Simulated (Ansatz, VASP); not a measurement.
## H2CClF: VASP beside Ansatz

Aim: how closely do two programs agree when they are given the same cell, functional and k mesh? The cell is taken from a series of runs on this material, whose earlier steps may have relaxed, scaled, displaced or heated it; both programs get it as it stands.

Method: plane waves, with VASP 6.6.1 beside it; G0W0 gap at PBE, in Ansatz 0.2.0.

**1. The structure**

It takes space group P2_1 (No. 4, monoclinic). Conventional cell: a = 5.021 Å, b = 4.148 Å, c = 6.768 Å, α = 90.00°, β = 108.21°, γ = 90.00°. H has 1 C at 1.09 Å nearest. Nearest to H lie 1 C at 1.09 Å. C has 2 H at 1.09 Å and 1 F at 1.38 Å and 1 Cl at 1.79 Å nearest. Nearest to Cl lie 1 C at 1.79 Å. Nearest to F lie 1 C at 1.38 Å. Farther neighbours and most contacts between anions are not listed.

As a file:

```
H C Cl F
1.0
     5.02060    0.00000    0.00000
     0.00000    4.14770    0.00000
    -2.11432    0.00000    6.42885
H C Cl F
4 2 2 2
Direct
  0.28446 0.39148 0.15550
  0.71554 0.89148 0.84450
  0.57033 0.10828 0.27077
  0.42967 0.60828 0.72923
  0.34558 0.14091 0.19431
  0.65442 0.64091 0.80569
  0.16643 0.00170 0.36833
  0.83357 0.50170 0.63167
  0.26411 0.95813 0.01479
  0.73589 0.45813 0.98521
```

**2. VASP: G0W0 gap, PBE**

Quasiparticle shifts depend on high empty states and on the cores, so they are the hardest test of two PAW sets.

Lines of VASP's logs that name or quote its potential files are left out, and so is its time.

The run reads the wave functions of an earlier VASP run, which isn't shown here.

INCAR

```
SYSTEM = H2CClF
PREC = Accurate
ENCUT = 520
ISMEAR = 0
SIGMA = 0.01
LREAL = .FALSE.
GGA = PE
NBANDS = 528
ALGO = EVGW0
NELMGW = 1
ENCUTGW = 140
NOMEGA = 64
PRECFOCK = Fast
NBANDSGW = 32
LWAVE = .FALSE.
LCHARG = .FALSE.
```

POSCAR

```
H2CClF
1.0
    5.0206000000      0.0000000000      0.0000000000
    0.0000000000      4.1477000000      0.0000000000
   -2.1143188253      0.0000000000      6.4288463713
H C Cl F
4 2 2 2
Direct
    0.2844599812      0.3914798997      0.1554950368
    0.7155400188      0.8914798997      0.8445049632
    0.5703338241      0.1082810285      0.2707739686
    0.4296661759      0.6082810285      0.7292260314
    0.3455803542      0.1409108762      0.1943099806
    0.6544196458      0.6409108762      0.8056900194
    0.1664256036      0.0017027134      0.3683328175
    0.8335743964      0.5017027134      0.6316671825
    0.2641107679      0.9581254822      0.0147867764
    0.7358892321      0.4581254822      0.9852132236
```

KPOINTS

```
Automatic mesh
0
Gamma
4 4 2
0 0 0
```

Potentials, in the order of the species: H_GW, C_GW, Cl_GW and F_GW (PBE family, release 64).

Command:

```sh
$ mpirun -np 8 vasp_std
```

Numbers of over 12 decimals in the logs are rounded to 6 here.

Log:

```text
[banner, memory and clock lines left out]
running    8 mpi-ranks, on    1 nodes
 distrk:  each k-point on    8 cores,    1 groups
 distr:  one band on    1 cores,    8 groups

 POSCAR found type information on POSCAR H C ClF
 POSCAR found :  4 types and      10 ions
|                                                                             |
|           W    W    AA    RRRRR   N    N  II  N    N   GGGG   !!!           |
|           W    W   A  A   R    R  NN   N  II  NN   N  G    G  !!!           |
|           W    W  A    A  R    R  N N  N  II  N N  N  G       !!!           |
|           W WW W  AAAAAA  RRRRR   N  N N  II  N  N N  G  GGG   !            |
|           WW  WW  A    A  R   R   N   NN  II  N   NN  G    G                |
|           W    W  A    A  R    R  N    N  II  N    N   GGGG   !!!           |
|                                                                             |
|     For optimal performance we recommend to set                             |
|       NCORE = 2 up to number-of-cores-per-socket                            |
|     NCORE specifies how many cores store one orbital (NPAR=cpu/NCORE).      |
|     This setting can greatly improve the performance of VASP for DFT.       |
|     The default, NCORE=1 might be grossly inefficient on modern             |
|     multi-core architectures or massively parallel machines. Do your        |
|     Unfortunately you need to use the default for GW and RPA                |
|     calculations (for HF NCORE is supported but not extensively tested      |
|     yet).                                                                   |
|                                                                             |

|                                                                             |
|           W    W    AA    RRRRR   N    N  II  N    N   GGGG   !!!           |
|           W    W   A  A   R    R  NN   N  II  NN   N  G    G  !!!           |
|           W    W  A    A  R    R  N N  N  II  N N  N  G       !!!           |
|           W WW W  AAAAAA  RRRRR   N  N N  II  N  N N  G  GGG   !            |
|           WW  WW  A    A  R   R   N   NN  II  N   NN  G    G                |
|           W    W  A    A  R    R  N    N  II  N    N   GGGG   !!!           |
|                                                                             |
|     The default for ENCUTGWSOFT is different in this version of VASP.       |
|     please manually set ENCUTGWSOFT =140 in the INCAR file.                 |
|                                                                             |

 LDA part: xc-table for (Slater+PW92), standard interpolation
 found WAVECAR, reading the header
 POSCAR, INCAR and KPOINTS ok, starting setup
 FFT: planning ... GRIDC
 FFT: planning ... GRID_SOFT
 FFT: planning ... GRID
 reading WAVECAR
 the WAVECAR file was read successfully
 initial charge from wavefunction
 available memory per node:     31.92 GB, setting MAXMEM to     32684

 The Fermi energy was updated, please check that it is located mid-gap
 values below the HOMO (VB) or above the LUMO (CB) will cause erroneous energies
 E-fermi :   1.1782

 calculate exact exchange contribution
 the WAVEDER file was read successfully
energies w=
    0.000    0.000    0.613    0.000    1.225    0.000    1.835    0.000
    2.440    0.000    3.040    0.000    3.635    0.000    4.222    0.000
    4.803    0.000    5.375    0.000    5.940    0.000    6.497    0.000
    7.047    0.000    7.589    0.000    8.125    0.000    8.654    0.000
    9.177    0.000    9.696    0.000   10.211    0.000   10.723    0.000
   11.232    0.000   11.741    0.000   12.249    0.000   12.759    0.000
   13.271    0.000   13.787    0.000   14.308    0.000   14.835    0.000
   15.371    0.000   15.916    0.000   16.473    0.000   17.043    0.000
   17.629    0.000   18.232    0.000   18.857    0.000   19.505    0.000
   20.181    0.000   20.887    0.000   21.628    0.000   22.408    0.000
   23.235    0.000   24.113    0.000   25.050    0.000   26.056    0.000
   27.141    0.000   28.318    0.000   29.601    0.000   31.008    0.000
   32.564    0.000   34.294    0.000   36.234    0.000   38.429    0.000
   40.934    0.000   43.825    0.000   47.202    0.000   51.199    0.000
   56.009    0.000   61.905    0.000   69.302    0.000   78.848    0.000
   91.629    0.000  109.597    0.000  136.665    0.000  181.988    0.000
 responsefunction array rank=     520
 LDA part: xc-table for (Slater+PW92), standard interpolation

 min. memory requirement per mpi rank    622.6 MB, per node   4980.9 MB

 allocating   8 responsefunctions rank=   520
 shmem allocating  64 responsefunctions rank=   520
 response function shared by NCSHMEM nodes    1
 Doing            8  frequencies on each core in blocks of           64
NQ=   1    0.0000    0.0000    0.0000,
|.........|.........|.........|.........|.........|.........|.........|.........
 performed       1258000 updates of chi_q(r,r)
 total number of BLAS operations       2567.58 Gflops
NQ=   2    0.2500    0.0000    0.0000,
|.........|.........|.........|.........|.........|.........|.........|.........
 performed       2854000 updates of chi_q(r,r)
 total number of BLAS operations       5659.06 Gflops
NQ=   3    0.5000    0.0000    0.0000,
|.........|.........|.........|.........|.........|.........|.........|.........
 performed       4112000 updates of chi_q(r,r)
 total number of BLAS operations       8216.49 Gflops
NQ=   4    0.0000    0.2500    0.0000,
|.........|.........|.........|.........|.........|.........|.........|.........
 performed       5573000 updates of chi_q(r,r)
 total number of BLAS operations      11138.98 Gflops
NQ=   5    0.2500    0.2500    0.0000,
|.........|.........|.........|.........|.........|.........|.........|.........
 performed       7304000 updates of chi_q(r,r)
 total number of BLAS operations      14713.86 Gflops
NQ=   6    0.5000    0.2500    0.0000,
|.........|.........|.........|.........|.........|.........|.........|.........
 performed       8765000 updates of chi_q(r,r)
 total number of BLAS operations      17706.92 Gflops
NQ=   7    0.0000    0.5000    0.0000,
|.........|.........|.........|.........|.........|.........|.........|.........
 performed      10023000 updates of chi_q(r,r)
 total number of BLAS operations      20387.57 Gflops
NQ=   8    0.2500    0.5000    0.0000,
|.........|.........|.........|.........|.........|.........|.........|.........
 performed      11619000 updates of chi_q(r,r)
 total number of BLAS operations      23735.50 Gflops
NQ=   9    0.5000    0.5000    0.0000,
|.........|.........|.........|.........|.........|.........|.........|.........
 performed      12877000 updates of chi_q(r,r)
 total number of BLAS operations      26333.68 Gflops
NQ=  10    0.0000    0.0000    0.5000,
|.........|.........|.........|.........|.........|.........|.........|.........
 performed      14135000 updates of chi_q(r,r)
 total number of BLAS operations      28731.31 Gflops
NQ=  11    0.2500    0.0000    0.5000,
|.........|.........|.........|.........|.........|.........|.........|.........
 performed      15731000 updates of chi_q(r,r)
 total number of BLAS operations      31797.70 Gflops
NQ=  12    0.5000    0.0000    0.5000,
|.........|.........|.........|.........|.........|.........|.........|.........
 performed      16989000 updates of chi_q(r,r)
 total number of BLAS operations      34254.65 Gflops
NQ=  13    0.0000    0.2500    0.5000,
|.........|.........|.........|.........|.........|.........|.........|.........
 performed      18450000 updates of chi_q(r,r)
 total number of BLAS operations      37247.71 Gflops
NQ=  14    0.2500    0.2500    0.5000,
|.........|.........|.........|.........|.........|.........|.........|.........
 performed      20181000 updates of chi_q(r,r)
 total number of BLAS operations      40697.03 Gflops
NQ=  15    0.5000    0.2500    0.5000,
|.........|.........|.........|.........|.........|.........|.........|.........
 performed      21642000 updates of chi_q(r,r)
 total number of BLAS operations      43690.09 Gflops
NQ=  16    0.0000    0.5000    0.5000,
|.........|.........|.........|.........|.........|.........|.........|.........
 performed      22900000 updates of chi_q(r,r)
 total number of BLAS operations      46247.52 Gflops
NQ=  17    0.2500    0.5000    0.5000,
|.........|.........|.........|.........|.........|.........|.........|.........
 performed      24496000 updates of chi_q(r,r)
 total number of BLAS operations      49517.44 Gflops
NQ=  18    0.5000    0.5000    0.5000,
|.........|.........|.........|.........|.........|.........|.........|.........
 performed      25754000 updates of chi_q(r,r)
 total number of BLAS operations      52115.62 Gflops
 resolving degeneracies of screened two electron integrals

 calculate QP shifts <psi_nk| G(iteration)W_0 |psi_nk>: iteration 1
 entering main loop
```

From OUTCAR (step 2):

```text
ion  position               nearest neighbor table
   1  0.284  0.391  0.155-   5 1.09
   2  0.716  0.891  0.845-   6 1.09
   3  0.570  0.108  0.271-   5 1.09
   4  0.430  0.608  0.729-   6 1.09
   5  0.346  0.141  0.194-   1 1.09   3 1.09   9 1.38   7 1.79
   6  0.654  0.641  0.806-   2 1.09   4 1.09  10 1.38   8 1.79
   7  0.166  0.002  0.368-   5 1.79
   8  0.834  0.502  0.632-   6 1.79
   9  0.264  0.958  0.015-   5 1.38
  10  0.736  0.458  0.985-   6 1.38

  LATTYP: Found a simple monoclinic cell.
 ALAT       =     5.0206000000
 B/A-ratio  =     0.8261363184
 C/A-ratio  =     1.3479663785
 COS(beta)  =    -0.3124178180

 Subroutine GETGRP returns: Found  2 space group operations
 (whereof  1 operations were pure point group operations)

The static configuration has the point symmetry C_1 .
 The point group associated with its full space group is C_2 .

 Found     18 irreducible k-points:

   k-points           NKPTS =     18   k-points in BZ     NKDIM =     32   number of bands    NBANDS=    528

   dimension x,y,z NGX =    40 NGY =   32 NGZ =   50
   dimension x,y,z NGXF=    80 NGYF=   64 NGZF=  100

   ENCUT  =  520.0 eV  38.22 Ry    6.18 a.u.   9.33  7.71 12.58*2*pi/ulx,y,z

   NELECT =      40.0000    total number of electrons

  energy-cutoff  :      520.00
  volume of cell :      133.87
      direct lattice vectors                 reciprocal lattice vectors
     5.020600000  0.000000000  0.000000000     0.199179381  0.000000000  0.065506110
     0.000000000  4.147700000  0.000000000     0.000000000  0.241097476  0.000000000
    -2.114318825  0.000000000  6.428846371     0.000000000  0.000000000  0.155548903

 k-points in reciprocal lattice and weights: Automatic mesh
   0.00000000  0.00000000  0.00000000       0.031
   0.25000000  0.00000000  0.00000000       0.062
   0.50000000  0.00000000  0.00000000       0.031
   0.00000000  0.25000000  0.00000000       0.062
   0.25000000  0.25000000  0.00000000       0.125
   0.50000000  0.25000000  0.00000000       0.062
   0.00000000  0.50000000  0.00000000       0.031
   0.25000000  0.50000000  0.00000000       0.062
   0.50000000  0.50000000  0.00000000       0.031
[...]
0.25000000  0.50000000  0.50000000       0.062
   0.50000000  0.50000000  0.50000000       0.031

 E-fermi :   1.1782

 QP shifts <psi_nk| G(iteration)W_0 |psi_nk>: iteration 1
 for sc-GW calculations column KS-energies equals QP-energies in previous step
 and V_xc(KS)=  KS-energies - (<T + V_ion + V_H > + <T+V_H+V_ion>^1  + <V_x>^1)
 k-point   1 :       0.0000    0.0000    0.0000
  band No.  KS-energies  QP-energies   sigma(KS)   V_xc(KS)     V^pw_x(r,r')   Z            occupation Imag(sigma)
    ...
     17      -2.5828      -4.8390     -17.4901     -14.6941     -19.5457       0.8069       2.0000       0.0513
     18      -2.5574      -4.7731     -17.6795     -14.9241     -19.8299       0.8041       2.0000       0.0525
     19      -2.5376      -4.8310     -16.8066     -13.9589     -18.7734       0.8054       2.0000       0.0526
     20      -2.0719      -4.2991     -17.2629     -14.5093     -19.1526       0.8088       2.0000       0.0481
     21       4.5277       6.4463     -10.6698     -12.9808      -7.2794       0.8302       0.0000      -0.0564
     22       4.7600       6.7234     -10.7078     -13.0787      -7.2351       0.8281       0.0000      -0.0595
     23       5.2686       6.5657      -8.2556      -9.7722      -5.0471       0.8553       0.0000      -0.0543
     24       6.3729       8.2144     -10.4237     -12.6253      -6.9478       0.8365       0.0000      -0.0639
    ...

 k-point   2 :       0.2500    0.0000    0.0000
  band No.  KS-energies  QP-energies   sigma(KS)   V_xc(KS)     V^pw_x(r,r')   Z            occupation Imag(sigma)
    ...
     17      -2.5402      -4.7532     -17.8415     -15.0912     -19.9884       0.8046       2.0000       0.0523
     18      -2.4637      -4.6716     -17.4797     -14.7420     -19.4987       0.8065       2.0000       0.0505
     19      -2.2468      -4.5028     -17.2198     -14.4284     -19.1721       0.8082       2.0000       0.0500
     20      -2.0113      -4.2600     -17.4007     -14.6262     -19.3169       0.8105       2.0000       0.0481
     21       4.3172       6.1606     -10.5166     -12.7342      -7.1171       0.8312       0.0000      -0.0558
     22       4.7169       6.5277     -10.0593     -12.2277      -6.7135       0.8351       0.0000      -0.0569
     23       5.5086       7.1783      -9.5107     -11.4822      -6.1321       0.8469       0.0000      -0.0586
     24       6.1291       7.7916      -9.2748     -11.2504      -5.7980       0.8415       0.0000      -0.0618
    ...

 k-point   3 :       0.5000    0.0000    0.0000
  band No.  KS-energies  QP-energies   sigma(KS)   V_xc(KS)     V^pw_x(r,r')   Z            occupation Imag(sigma)
    ...
     17      -2.5203      -4.7228     -17.7611     -15.0248     -19.8714       0.8049       2.0000       0.0521
     18      -2.3899      -4.5777     -17.5717     -14.8574     -19.6043       0.8060       2.0000       0.0504
     19      -2.0068      -4.2497     -17.6978     -14.9363     -19.6524       0.8122       2.0000       0.0478
     20      -1.8675      -4.0974     -17.5065     -14.7578     -19.3880       0.8113       2.0000       0.0476
     21       4.1727       6.0227     -10.5249     -12.7503      -7.1023       0.8313       0.0000      -0.0556
     22       4.8931       6.8147     -10.5158     -12.8362      -7.0943       0.8281       0.0000      -0.0594
     23       5.2004       6.7128      -8.7897     -10.5570      -5.5403       0.8558       0.0000      -0.0559
     24       6.1699       8.0359     -10.1237     -12.3453      -6.5804       0.8399       0.0000      -0.0632
    ...

 k-point   4 :       0.0000    0.2500    0.0000
  band No.  KS-energies  QP-energies   sigma(KS)   V_xc(KS)     V^pw_x(r,r')   Z            occupation Imag(sigma)
    ...
     17      -2.6582      -4.9066     -17.4108     -14.6172     -19.4830       0.8049       2.0000       0.0520
     18      -2.5969      -4.8260     -17.7848     -15.0144     -19.9585       0.8046       2.0000       0.0528
     19      -2.4061      -4.6921     -17.2329     -14.4029     -19.2580       0.8078       2.0000       0.0516
     20      -2.0510      -4.2904     -17.6674     -14.9028     -19.6465       0.8100       2.0000       0.0485
     21       4.4858       6.3693     -10.5849     -12.8498      -7.2202       0.8316       0.0000      -0.0559
     22       4.7777       6.7969     -10.9584     -13.4036      -7.4446       0.8257       0.0000      -0.0600
     23       5.5845       7.1414      -9.0656     -10.9034      -5.6911       0.8471       0.0000      -0.0580
     24       6.4497       8.4857     -10.9171     -13.3606      -7.2985       0.8332       0.0000      -0.0666
    ...

[... 4 further parts left out ...]
```

(Part 1 of 2 ends here.)

[Lines on the potential files, build, host, timing and source positions are cut from VASP's logs without a mark.]

[Logs are printed without paths, hosts, clocks, repeated set-up lines and the standing remarks that a program may print on its own settings, such as how far it seeks lower states.]

[Hosts, paths, dates, database ids (printed as entryN), source tags and the programs' standing remarks are cut or masked in the printed files.]
